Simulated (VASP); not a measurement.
KF:

```
CELL_PARAMETERS angstrom
0.00000 2.67350 2.67350
2.67350 0.00000 2.67350
2.67350 2.67350 0.00000
ATOMIC_POSITIONS crystal
K 0.00000 0.00000 0.00000
F 0.50000 0.50000 0.50000
```

```yaml
Program: VASP 6.6.1
Task: relaxation of cell and atoms
Functional: LDA
Potentials_or_basis: VASP PAW LDA potentials, release 64 (K_sv, F)
Cutoff: 600 eV
k_mesh: 8 × 8 × 8
Occupations: gaussian, width 0.02 eV
Spin: no spin polarisation
```

At the start: pressure -3.5 GPa; volume 19.11 Å³/atom.

**Question.** Where does the relaxation end?

**Answer.** Over 4 steps the energy falls by 22.6 meV/atom and the volume is 17.24 Å³/atom (-9.8 %); space group Fm-3m (No. 225, to 0.05 Å).

Step by step:
```tsv
step	energy change (eV)	largest force (eV/Å)	pressure (GPa)	volume (Å³)
1	0.0000	0.0000	-3.49	38.22
2	-0.0372	0.0000	-1.67	35.96
3	-0.0451	0.0000	-0.13	34.59
4	-0.0452	0.0000	0.01	34.49
```

Final structure:
```yaml
crystal:
  lattice:
    - [0.00000, 2.58350, 2.58350]
    - [2.58350, 0.00000, 2.58350]
    - [2.58350, 2.58350, 0.00000]
  atoms:
    - { symbol: K, position: [0.00000, 0.00000, 0.00000] }
    - { symbol: F, position: [0.50000, 0.50000, 0.50000] }
```
